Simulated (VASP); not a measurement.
A convergence study with VASP on InP (zinc blende): a few settings are varied, all else stays as given below, so the limit is that of these other settings.

```
InP
1.0
    0.00000     2.93500     2.93500
    2.93500     0.00000     2.93500
    2.93500     2.93500     0.00000
In P
1 1
Direct
  0.00000   0.00000   0.00000
  0.25000   0.25000   0.25000
```

Level of theory: LDA (Ceperley-Alder, Perdew-Zunger), VASP's LDA PAW potentials (set 64) (plane waves; VASP). The last row used: 550 eV cut-off, 15×15×15 Γ-centred mesh, second-order Methfessel-Paxton smearing of 0.40 eV, potentials In_d P.

```tsv
setting	E (eV/atom)	pressure (GPa)	irreducible k-points
ISMEAR = -1, SIGMA = 0.01, 4×4×4 mesh	-4.7737	-1.31	8
ISMEAR = -1, SIGMA = 0.1, 4×4×4 mesh	-4.7734	-1.23	8
ISMEAR = 0, SIGMA = 0.01, 4×4×4 mesh	-4.7737	-1.31	8
ISMEAR = 0, SIGMA = 0.2, 4×4×4 mesh	-4.7735	[?]	8
ISMEAR = 1, SIGMA = 0.05, 4×4×4 mesh	-4.7737	-1.31	8
ISMEAR = 1, SIGMA = 0.2, 4×4×4 mesh	-4.7736	-1.33	8
ISMEAR = 2, SIGMA = 0.05, 4×4×4 mesh	-4.7737	-1.31	8
ISMEAR = 2, SIGMA = 0.2, 4×4×4 mesh	-4.7735	-1.31	8
ISMEAR = -1, SIGMA = 0.01, 9×9×9 mesh	-4.8344	-1.48	35
ISMEAR = -1, SIGMA = 0.2, 9×9×9 mesh	-4.8336	-1.44	35
ISMEAR = 0, SIGMA = 0.01, 9×9×9 mesh	-4.8344	-1.48	35
ISMEAR = 0, SIGMA = 0.4, 9×9×9 mesh	-4.8342	-1.46	35
ISMEAR = 1, SIGMA = 0.05, 9×9×9 mesh	-4.8344	-1.48	35
ISMEAR = 1, SIGMA = 0.4, 9×9×9 mesh	-4.8342	-1.49	35
ISMEAR = 2, SIGMA = 0.05, 9×9×9 mesh	-4.8344	-1.48	35
ISMEAR = 2, SIGMA = 0.4, 9×9×9 mesh	-4.8342	-1.49	35
ISMEAR = -1, SIGMA = 0.05, 15×15×15 mesh	-4.8350	-1.47	120
ISMEAR = -1, SIGMA = 0.2, 15×15×15 mesh	-4.8342	-1.44	120
ISMEAR = 0, SIGMA = 0.1, 15×15×15 mesh	-4.8350	-1.47	120
ISMEAR = 0, SIGMA = 0.4, 15×15×15 mesh	-4.8349	-1.46	120
ISMEAR = 1, SIGMA = 0.1, 15×15×15 mesh	-4.8350	-1.47	120
ISMEAR = 1, SIGMA = 0.4, 15×15×15 mesh	-4.8350	-1.49	120
ISMEAR = 2, SIGMA = 0.1, 15×15×15 mesh	-4.8350	-1.47	120
ISMEAR = 2, SIGMA = 0.4, 15×15×15 mesh	-4.8349	-1.48	120
```

### Question
Fill in the missing entries.

### Answer

- ISMEAR = 0, SIGMA = 0.2, 4×4×4 mesh, pressure (GPa): -1.27

Left out are rungs that failed or repeat a setting and relaxations that didn't move; long series are thinned to 24 rows.

The compound is InP in the zinc blende structure. The cell was not relaxed at this level.
